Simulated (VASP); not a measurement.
Crystal: Nb.

```xyz
1
Lattice="-1.6355 1.6355 1.6355 1.6355 -1.6355 1.6355 1.6355 1.6355 -1.6355" Properties=species:S:1:pos:R:3 pbc="T T T"
Nb    1.6355    1.6355    1.6355
```

Base run:

- Program: VASP 6.6.1
- Functional: PBEsol
- Potentials or basis: VASP PAW PBE potentials, release 64 (Nb_sv)
- Cutoff: 520 eV
- k mesh: 18 × 18 × 18
- Occupations: gaussian, width 0.5 eV
- Spin: no spin polarisation

Its results: band gap on the k mesh none (metal or under the smearing width); pressure 0.7 GPa.

Question: The run is repeated on the same cell with these changes: cutoff from 520 eV to 700 eV; occupations from gaussian, width 0.5 eV to gaussian, width 0.1 eV. What comes out?

Answer: Band gap on the k mesh none (metal or under the smearing width); pressure 0.0 GPa.

Caveats: the PAW data sets were made with another functional, which shifts forces and pressure a little.

Not every run made on this cell is shown here.
